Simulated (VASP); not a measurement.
Here is the system:

```
CELL_PARAMETERS angstrom
      4.47170     0.00000     0.00000
     -2.23585     3.87260     0.00000
      0.00000     0.00000     2.59398
ATOMIC_POSITIONS crystal
  Ni 0.00000 0.00000 0.00000
  Ge 0.33333 0.66667 0.50000
  Ge 0.66667 0.33333 0.50000
```

Level of theory: r2SCAN meta-GGA, VASP's PBE PAW potentials (set 64) (plane waves; VASP). Run with 400 eV cut-off, 9×9×13 Γ-centred mesh, tetrahedra with Blöchl corrections, potentials Ni Ge_d.

The cores are frozen, which limits the accuracy of field gradients.

Give the principal components of the electric field gradient (V/Å²) and the asymmetry η at each nucleus.

```csv
atom,Vxx,Vyy,Vzz,η
Ni1,14.5,14.5,-29.0,0.00
Ge2,5.6,5.6,-11.2,0.00
Ge3,5.6,5.6,-11.2,0.00
```

The structure was generated: NiGe2 was put into the AlB2 type (P6/mmm), which need not be its known phase. It was relaxed first, which changed the volume by -47 %. The run is not spin-polarised, so no magnetic state was tried.
